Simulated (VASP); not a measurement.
Level of theory: PBE GGA with D3 dispersion (Becke-Johnson damping), VASP's PBE PAW potentials (set 64) (plane waves; VASP).

The input files of a VASP run:

**POSCAR**
```
Sr
1.0
  0.0000000000   2.9634105977   2.9634105977
  2.9634105977   0.0000000000   2.9634105977
  2.9634105977   2.9634105977   0.0000000000
Sr
1
Cart
  0.0000000000   0.0000000000   0.0000000000
```

KPOINTS:
```
kpoints
0
gamma
  7 7 7
```

### INCAR
```
ALGO=Normal
EDIFF=1E-6
EDIFFG=-0.01
ENCUT=520
GGA=PE
IBRION=2
ISIF=3
ISMEAR=0
IVDW=12
LASPH=.True.
LCHARG=.False.
LMAXMIX=4
LREAL=.False.
LWAVE=.False.
NELM=100
NSW=60
PREC=Accurate
SIGMA=0.05
SYSTEM=Sr
```

POTCAR, in this order: Sr_sv (PBE.64 set). Program: vasp_std.

Output of the run:

**OSZICAR**
```
       N       E                     dE             d eps       ncg     rms          rms(c)
DAV:   1     0.393687599411E+02    0.39369E+02   -0.48806E+03   360   0.959E+02
DAV:   2    -0.331742219472E-01   -0.39402E+02   -0.38585E+02   396   0.162E+02
DAV:   3    -0.159301426612E+01   -0.15598E+01   -0.15552E+01   551   0.280E+01
DAV:   4    -0.163429312730E+01   -0.41279E-01   -0.41262E-01   515   0.460E+00
DAV:   5    -0.163495798483E+01   -0.66486E-03   -0.66464E-03   561   0.456E-01    0.114E+01
DAV:   6    -0.163450030022E+01    0.45768E-03   -0.60868E-03   416   0.109E+00    0.646E+00
DAV:   7    -0.163410630736E+01    0.39399E-03   -0.11024E-02   433   0.144E+00    0.277E-01
DAV:   8    -0.163410495125E+01    0.13561E-05   -0.16678E-03   555   0.248E-01    0.112E-01
DAV:   9    -0.163412204082E+01   -0.17090E-04   -0.19938E-05   500   0.479E-02    0.345E-02
DAV:  10    -0.163413431844E+01   -0.12278E-04   -0.86285E-06   419   0.326E-02    0.197E-02
DAV:  11    -0.163413384798E+01    0.47046E-06   -0.26621E-07   246   0.517E-03
   1 F= -.18403228E+01 E0= -.18391670E+01  d E =-.184032E+01
       N       E                     dE             d eps       ncg     rms          rms(c)
DAV:   1    -0.163418672387E+01   -0.52405E-04   -0.15984E-02   449   0.104E+00    0.199E-01
DAV:   2    -0.163366827816E+01    0.51845E-03   -0.11995E-03   386   0.339E-01    0.743E-02
DAV:   3    -0.163351070202E+01    0.15758E-03   -0.87877E-04   537   0.184E-01    0.659E-02
DAV:   4    -0.163353716014E+01   -0.26458E-04   -0.14111E-05   436   0.362E-02    0.327E-02
DAV:   5    -0.163355590104E+01   -0.18741E-04   -0.68737E-05   488   0.488E-02    0.720E-03
DAV:   6    -0.163355547735E+01    0.42369E-06   -0.53723E-07   241   0.535E-03
   2 F= -.18403633E+01 E0= -.18392512E+01  d E =-.404993E-04
```

OUTCAR:
```
------------------------ aborting loop because EDIFF is reached ----------------------------------------
 Edisp (eV)   -0.20681
  FORCE on cell =-STRESS in cart. coord.  units (eV):
  Direction    XX          YY          ZZ          XY          YZ          ZX
  --------------------------------------------------------------------------------------
  Total      -0.00560    -0.00560    -0.00560     0.00000     0.00000     0.00000
  in kB      -0.17280    -0.17280    -0.17280     0.00000     0.00000     0.00000
  external pressure =       -0.17 kB  Pullay stress =        0.00 kB
  volume of cell :       51.89
      direct lattice vectors                 reciprocal lattice vectors
    -0.000000000  2.960391739  2.960391739    -0.168896566  0.168896566  0.168896566
     2.960391739  0.000000000  2.960391739     0.168896566 -0.168896566  0.168896566
     2.960391739  2.960391739  0.000000000     0.168896566  0.168896566 -0.168896566
 POSITION                                       TOTAL-FORCE (eV/Angst)
 -----------------------------------------------------------------------------------
     -0.00000      2.96039      2.96039         0.000000      0.000000     -0.000000
 -----------------------------------------------------------------------------------
    total drift:                               -0.000000     -0.000000      0.000000
  FREE ENERGIE OF THE ION-ELECTRON SYSTEM (eV)
  ---------------------------------------------------
  free  energy   TOTEN  =        -1.8403633359 eV

  energy  without entropy=       -1.8381390366  energy(sigma->0) =       -1.83925119

 reached required accuracy - stopping structural energy minimisation
```
(Selected blocks of OUTCAR.)

CONTCAR:
```
Sr
   1.00000000000000
    -0.0000000000000000    2.9603917389545646    2.9603917389545646
     2.9603917389545646    0.0000000000000000    2.9603917389545646
     2.9603917389545646    2.9603917389545646    0.0000000000000000
  Sr
     1
Direct
     1.0000000000000000    0.0000000000000000    0.0000000000000000
```

The compound is Sr in the fcc structure. This run relaxes it. Symmetry was kept, so distortions that lower it aren't found. The start is the result of an earlier pass.
